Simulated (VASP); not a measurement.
# AlN: GW quasiparticle gap, part 2 of 3

How does the gap of AlN change from the starting functional to GW? The cell is of the zinc-blende type, one of the forms listed for this formula. The start is a computed cell from the Materials Project.

VASP 6.6.1, plane waves and PAW; the level of theory is named at each step.

So far, gap on the k-mesh (eV): step 3 (empty bands) 3.31.

## 4. evGW0

This step: evGW0 on PBE; plane waves and PAW (Al_GW, N_GW) (VASP 6.6.1).

The lowest NBANDSGW levels in G are updated for four passes while W stays fixed, so the result depends less on the starting levels.

The input, INCAR:

```
SYSTEM = AlN
PREC = Accurate
ENCUT = 450
ISMEAR = 0
SIGMA = 0.01
LREAL = .FALSE.
GGA = PE
NBANDS = 116
ALGO = EVGW0
NELMGW = 4
ENCUTGW = 180
NOMEGA = 48
PRECFOCK = Fast
NBANDSGW = 12
LWAVE = .FALSE.
LCHARG = .FALSE.
```

The input, POSCAR:

```
AlN
1.0
    0.0000000000      2.1839935596      2.1839935596
    2.1839935596      0.0000000000      2.1839935596
    2.1839935596      2.1839935596      0.0000000000
Al N
1 1
Direct
    0.0000000000      0.0000000000      0.0000000000
    0.2500000000      0.2500000000      0.2500000000
```

The input, KPOINTS:

```
Automatic mesh
0
Gamma
6 6 6
0 0 0
```

The projector-augmented-wave data sets are Al_GW and N_GW (PBE family, release 64).

Command:

```console
> mpirun -np 4 vasp_std
```

The program printed:

```text
[banner, memory and clock lines left out]
running    4 mpi-ranks, on    1 nodes
 distrk:  each k-point on    4 cores,    1 groups
 distr:  one band on    1 cores,    4 groups

 POSCAR found type information on POSCAR AlN
 POSCAR found :  2 types and       2 ions
|                                                                             |
|           W    W    AA    RRRRR   N    N  II  N    N   GGGG   !!!           |
|           W    W   A  A   R    R  NN   N  II  NN   N  G    G  !!!           |
|           W    W  A    A  R    R  N N  N  II  N N  N  G       !!!           |
|           W WW W  AAAAAA  RRRRR   N  N N  II  N  N N  G  GGG   !            |
|           WW  WW  A    A  R   R   N   NN  II  N   NN  G    G                |
|           W    W  A    A  R    R  N    N  II  N    N   GGGG   !!!           |
|                                                                             |
|     The default for ENCUTGWSOFT is different in this version of VASP.       |
|     please manually set ENCUTGWSOFT =180 in the INCAR file.                 |
|                                                                             |

 LDA part: xc-table for (Slater+PW92), standard interpolation
 found WAVECAR, reading the header
 POSCAR, INCAR and KPOINTS ok, starting setup
 FFT: planning ... GRIDC
 FFT: planning ... GRID_SOFT
 FFT: planning ... GRID
 reading WAVECAR
 the WAVECAR file was read successfully
 initial charge from wavefunction
 available memory per node:    261.02 GB, setting MAXMEM to    267284

 The Fermi energy was updated, please check that it is located mid-gap
 values below the HOMO (VB) or above the LUMO (CB) will cause erroneous energies
 E-fermi :   6.6098

 calculate exact exchange contribution
 the WAVEDER file was read successfully
energies w=
    0.000    0.000    0.732    0.000    1.461    0.000    2.185    0.000
    2.900    0.000    3.605    0.000    4.298    0.000    4.979    0.000
    5.648    0.000    6.304    0.000    6.948    0.000    7.582    0.000
    8.207    0.000    8.824    0.000    9.436    0.000   10.044    0.000
   10.651    0.000   11.260    0.000   11.872    0.000   12.492    0.000
   13.121    0.000   13.763    0.000   14.423    0.000   15.104    0.000
   15.811    0.000   16.549    0.000   17.325    0.000   18.146    0.000
   19.021    0.000   19.960    0.000   20.976    0.000   22.083    0.000
   23.302    0.000   24.655    0.000   26.174    0.000   27.899    0.000
   29.880    0.000   32.189    0.000   34.923    0.000   38.219    0.000
   42.277    0.000   47.403    0.000   54.085    0.000   63.154    0.000
   76.151    0.000   96.286    0.000  131.541    0.000  208.791    0.000
 responsefunction array rank=     128
 LDA part: xc-table for (Slater+PW92), standard interpolation

 min. memory requirement per mpi rank    162.7 MB, per node    650.8 MB

 allocating  12 responsefunctions rank=   128
 shmem allocating  48 responsefunctions rank=   128
 response function shared by NCSHMEM nodes    1
 Doing           12  frequencies on each core in blocks of           48
NQ=   1    0.0000    0.0000    0.0000,
|.........|.........|.........|.........|.........|.........|.........|.........
 performed        238000 updates of chi_q(r,r)
 total number of BLAS operations         24.32 Gflops
NQ=   2    0.1667    0.0000    0.0000,
|.........|.........|.........|.........|.........|.........|.........|.........
 performed        665000 updates of chi_q(r,r)
 total number of BLAS operations         75.21 Gflops
NQ=   3    0.3333    0.0000    0.0000,
|.........|.........|.........|.........|.........|.........|.........|.........
 performed       1092000 updates of chi_q(r,r)
 total number of BLAS operations        122.02 Gflops
NQ=   4    0.5000    0.0000    0.0000,
|.........|.........|.........|.........|.........|.........|.........|.........
 performed       1452000 updates of chi_q(r,r)
 total number of BLAS operations        163.55 Gflops
NQ=   5    0.1667    0.1667    0.0000,
|.........|.........|.........|.........|.........|.........|.........|.........
 performed       1879000 updates of chi_q(r,r)
 total number of BLAS operations        216.98 Gflops
NQ=   6    0.3333    0.1667    0.0000,
|.........|.........|.........|.........|.........|.........|.........|.........
 performed       2545000 updates of chi_q(r,r)
 total number of BLAS operations        287.53 Gflops
NQ=   7    0.5000    0.1667    0.0000,
|.........|.........|.........|.........|.........|.........|.........|.........
 performed       3211000 updates of chi_q(r,r)
 total number of BLAS operations        358.08 Gflops
NQ=   8   -0.3333    0.1667    0.0000,
|.........|.........|.........|.........|.........|.........|.........|.........
 performed       3877000 updates of chi_q(r,r)
 total number of BLAS operations        428.63 Gflops
NQ=   9   -0.1667    0.1667    0.0000,
|.........|.........|.........|.........|.........|.........|.........|.........
 performed       4454000 updates of chi_q(r,r)
 total number of BLAS operations        485.57 Gflops
NQ=  10    0.3333    0.3333    0.0000,
|.........|.........|.........|.........|.........|.........|.........|.........
 performed       4881000 updates of chi_q(r,r)
 total number of BLAS operations        529.23 Gflops
NQ=  11    0.5000    0.3333    0.0000,
|.........|.........|.........|.........|.........|.........|.........|.........
 performed       5547000 updates of chi_q(r,r)
 total number of BLAS operations        598.56 Gflops
NQ=  12   -0.3333    0.3333    0.0000,
|.........|.........|.........|.........|.........|.........|.........|.........
 performed       6124000 updates of chi_q(r,r)
 total number of BLAS operations        660.75 Gflops
NQ=  13    0.5000    0.5000    0.0000,
|.........|.........|.........|.........|.........|.........|.........|.........
 performed       6445000 updates of chi_q(r,r)
 total number of BLAS operations        695.37 Gflops
NQ=  14    0.5000    0.3333    0.1667,
|.........|.........|.........|.........|.........|.........|.........|.........
 performed       7195000 updates of chi_q(r,r)
 total number of BLAS operations        768.00 Gflops
NQ=  15   -0.3333    0.3333    0.1667,
|.........|.........|.........|.........|.........|.........|.........|.........
 performed       7900000 updates of chi_q(r,r)
 total number of BLAS operations        838.83 Gflops
NQ=  16   -0.3333    0.5000    0.1667,
|.........|.........|.........|.........|.........|.........|.........|.........
 performed       8480000 updates of chi_q(r,r)
 total number of BLAS operations        897.08 Gflops
 resolving degeneracies of screened two electron integrals

[...]
total number of BLAS operations        838.83 Gflops
NQ=  16   -0.3333    0.5000    0.1667,
|.........|.........|.........|.........|.........|.........|.........|.........
 performed       8480000 updates of chi_q(r,r)
 total number of BLAS operations        897.08 Gflops
 resolving degeneracies of screened two electron integrals

 calculate QP shifts <psi_nk| G(iteration)W_0 |psi_nk>: iteration 2
 allocating  12 responsefunctions rank=   128
 shmem allocating  48 responsefunctions rank=   128
 response function shared by NCSHMEM nodes    1
 Doing           12  frequencies on each core in blocks of           48
NQ=   1    0.0000    0.0000    0.0000,
|.........|.........|.........|.........|.........|.........|.........|.........
 performed        238000 updates of chi_q(r,r)
 total number of BLAS operations         24.32 Gflops
NQ=   2    0.1667    0.0000    0.0000,
|.........|.........|.........|.........|.........|.........|.........|.........
 performed        665000 updates of chi_q(r,r)
 total number of BLAS operations         75.21 Gflops
NQ=   3    0.3333    0.0000    0.0000,
|.........|.........|.........|.........|.........|.........|.........|.........
 performed       1092000 updates of chi_q(r,r)
 total number of BLAS operations        122.02 Gflops
NQ=   4    0.5000    0.0000    0.0000,
|.........|.........|.........|.........|.........|.........|.........|.........
 performed       1452000 updates of chi_q(r,r)
 total number of BLAS operations        163.55 Gflops
NQ=   5    0.1667    0.1667    0.0000,
|.........|.........|.........|.........|.........|.........|.........|.........
 performed       1879000 updates of chi_q(r,r)
 total number of BLAS operations        216.98 Gflops
NQ=   6    0.3333    0.1667    0.0000,
|.........|.........|.........|.........|.........|.........|.........|.........
 performed       2545000 updates of chi_q(r,r)
 total number of BLAS operations        287.53 Gflops
NQ=   7    0.5000    0.1667    0.0000,
|.........|.........|.........|.........|.........|.........|.........|.........
 performed       3211000 updates of chi_q(r,r)
 total number of BLAS operations        358.08 Gflops
NQ=   8   -0.3333    0.1667    0.0000,
|.........|.........|.........|.........|.........|.........|.........|.........
 performed       3877000 updates of chi_q(r,r)
 total number of BLAS operations        428.63 Gflops
NQ=   9   -0.1667    0.1667    0.0000,
|.........|.........|.........|.........|.........|.........|.........|.........
 performed       4454000 updates of chi_q(r,r)
 total number of BLAS operations        485.57 Gflops
NQ=  10    0.3333    0.3333    0.0000,
|.........|.........|.........|.........|.........|.........|.........|.........
 performed       4881000 updates of chi_q(r,r)
 total number of BLAS operations        529.23 Gflops
NQ=  11    0.5000    0.3333    0.0000,
|.........|.........|.........|.........|.........|.........|.........|.........
 performed       5547000 updates of chi_q(r,r)
 total number of BLAS operations        598.56 Gflops
NQ=  12   -0.3333    0.3333    0.0000,
|.........|.........|.........|.........|.........|.........|.........|.........
 performed       6124000 updates of chi_q(r,r)
 total number of BLAS operations        660.75 Gflops
NQ=  13    0.5000    0.5000    0.0000,
|.........|.........|.........|.........|.........|.........|.........|.........
 performed       6445000 updates of chi_q(r,r)
 total number of BLAS operations        695.37 Gflops
NQ=  14    0.5000    0.3333    0.1667,
|.........|.........|.........|.........|.........|.........|.........|.........
 performed       7195000 updates of chi_q(r,r)
 total number of BLAS operations        768.00 Gflops
NQ=  15   -0.3333    0.3333    0.1667,
|.........|.........|.........|.........|.........|.........|.........|.........
 performed       7900000 updates of chi_q(r,r)
 total number of BLAS operations        838.83 Gflops
NQ=  16   -0.3333    0.5000    0.1667,
|.........|.........|.........|.........|.........|.........|.........|.........
 performed       8480000 updates of chi_q(r,r)
 total number of BLAS operations        897.08 Gflops
 resolving degeneracies of screened two electron integrals

 calculate QP shifts <psi_nk| G(iteration)W_0 |psi_nk>: iteration 3
 allocating  12 responsefunctions rank=   128
 shmem allocating  48 responsefunctions rank=   128
 response function shared by NCSHMEM nodes    1
 Doing           12  frequencies on each core in blocks of           48
NQ=   1    0.0000    0.0000    0.0000,
|.........|.........|.........|.........|.........|.........|.........|.........
 performed        238000 updates of chi_q(r,r)
 total number of BLAS operations         24.32 Gflops
NQ=   2    0.1667    0.0000    0.0000,
|.........|.........|.........|.........|.........|.........|.........|.........
 performed        665000 updates of chi_q(r,r)
 total number of BLAS operations         75.21 Gflops
NQ=   3    0.3333    0.0000    0.0000,
|.........|.........|.........|.........|.........|.........|.........|.........
 performed       1092000 updates of chi_q(r,r)
 total number of BLAS operations        122.02 Gflops
NQ=   4    0.5000    0.0000    0.0000,
|.........|.........|.........|.........|.........|.........|.........|.........
 performed       1452000 updates of chi_q(r,r)
 total number of BLAS operations        163.55 Gflops
NQ=   5    0.1667    0.1667    0.0000,
|.........|.........|.........|.........|.........|.........|.........|.........
 performed       1879000 updates of chi_q(r,r)
 total number of BLAS operations        216.98 Gflops
NQ=   6    0.3333    0.1667    0.0000,
|.........|.........|.........|.........|.........|.........|.........|.........
 performed       2545000 updates of chi_q(r,r)
 total number of BLAS operations        287.53 Gflops
NQ=   7    0.5000    0.1667    0.0000,
|.........|.........|.........|.........|.........|.........|.........|.........
 performed       3211000 updates of chi_q(r,r)
 total number of BLAS operations        358.08 Gflops
NQ=   8   -0.3333    0.1667    0.0000,
|.........|.........|.........|.........|.........|.........|.........|.........
 performed       3877000 updates of chi_q(r,r)
 total number of BLAS operations        428.63 Gflops
NQ=   9   -0.1667    0.1667    0.0000,
|.........|.........|.........|.........|.........|.........|.........|.........
 performed       4454000 updates of chi_q(r,r)
 total number of BLAS operations        485.57 Gflops
NQ=  10    0.3333    0.3333    0.0000,
|.........|.........|.........|.........|.........|.........|.........|.........
 performed       4881000 updates of chi_q(r,r)
 total number of BLAS operations        529.23 Gflops
NQ=  11    0.5000    0.3333    0.0000,
|.........|.........|.........|.........|.........|.........|.........|.........
 performed       5547000 updates of chi_q(r,r)
 total number of BLAS operations        598.56 Gflops
NQ=  12   -0.3333    0.3333    0.0000,
|.........|.........|.........|.........|.........|.........|.........|.........
 performed       6124000 updates of chi_q(r,r)
 total number of BLAS operations        660.75 Gflops
NQ=  13    0.5000    0.5000    0.0000,
|.........|.........|.........|.........|.........|.........|.........|.........
 performed       6445000 updates of chi_q(r,r)
 total number of BLAS operations        695.37 Gflops
NQ=  14    0.5000    0.3333    0.1667,
|.........|.........|.........|.........|.........|.........|.........|.........
 performed       7195000 updates of chi_q(r,r)
 total number of BLAS operations        768.00 Gflops
NQ=  15   -0.3333    0.3333    0.1667,
|.........|.........|.........|.........|.........|.........|.........|.........
 performed       7900000 updates of chi_q(r,r)
 total number of BLAS operations        838.83 Gflops
NQ=  16   -0.3333    0.5000    0.1667,
|.........|.........|.........|.........|.........|.........|.........|.........
 performed       8480000 updates of chi_q(r,r)
 total number of BLAS operations        897.08 Gflops
 resolving degeneracies of screened two electron integrals

 calculate QP shifts <psi_nk| G(iteration)W_0 |psi_nk>: iteration 4
 entering main loop
```

Wall time 2.7 min (4 MPI ranks of Intel Xeon 6975P-C (Granite Rapids), shared host); peak memory 0.81 GiB.

(Continued in part 3 of 3.)

[Lines on the potential files, build, host, timing and source positions are cut from VASP's logs without a mark.]

[Logs are printed without paths, hosts, clocks, repeated set-up lines and the standing remarks that a program may print on its own settings, such as how far it seeks lower states.]

[Hosts, paths, dates, database ids (printed as entryN), source tags and the programs' standing remarks are cut or masked in the printed files.]

[Pressures printed for these runs are not shown converged in the cutoff: they can be off by several GPa and have the wrong sign.]
